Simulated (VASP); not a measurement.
PIr2: single point with LDA

The system is PIr2, a slab with vacuum.

```
P Ir
1.0
     3.91384    0.00000    0.00000
     0.00000    3.91384    0.00000
     0.00000    0.00000   22.91875
P Ir
3 6
Direct
  0.00000 0.00000 0.35747
  0.50000 0.50000 0.46993
  0.00000 0.00000 0.59072
  0.00000 0.50000 0.41010
  0.50000 0.00000 0.41010
  0.50000 0.00000 0.52978
  0.00000 0.50000 0.52978
  0.00000 0.50000 0.64634
  0.50000 0.00000 0.64634
```

- Program: VASP 6.6.1
- Task: single point
- Functional: LDA
- Potentials or basis: VASP PAW LDA potentials, release 64 (P, Ir)
- Cutoff: 520 eV
- k mesh: 5 × 5 × 1
- Occupations: methfessel-paxton, width 0.15 eV
- Spin: no spin polarisation

The largest force is 0.130 eV/Å and the band gap on the k mesh is none (metal or under the smearing width).

Forces in eV/Å, atoms in the order of the input:
```
P    0.000  0.000 -0.120
P    0.000  0.000  0.027
P    0.000  0.000 -0.060
Ir   0.000  0.000 -0.038
Ir   0.000  0.000 -0.038
Ir   0.000  0.000 -0.015
Ir   0.000  0.000 -0.015
Ir   0.000  0.000  0.130
Ir   0.000  0.000  0.130
```

Levels at points of the mesh, in eV from the Fermi level:
| k point | band 31 | band 32 | band 33 | band 34 | band 35 | band 36 | band 37 | band 38 |
| --- | --- | --- | --- | --- | --- | --- | --- | --- |
| (0.00, 0.00, 0.00) | -0.14 | 0.26 | 0.36 | 0.68 | 1.17 | 1.36 | 1.54 | 1.84 |

Run time: 4.5 min on 1 thread of AMD EPYC 7R13 Processor (Zen 3), with other jobs on the host, peak memory 0.32 GiB.

The run has no spin-orbit coupling, so splittings on Ir are missing.
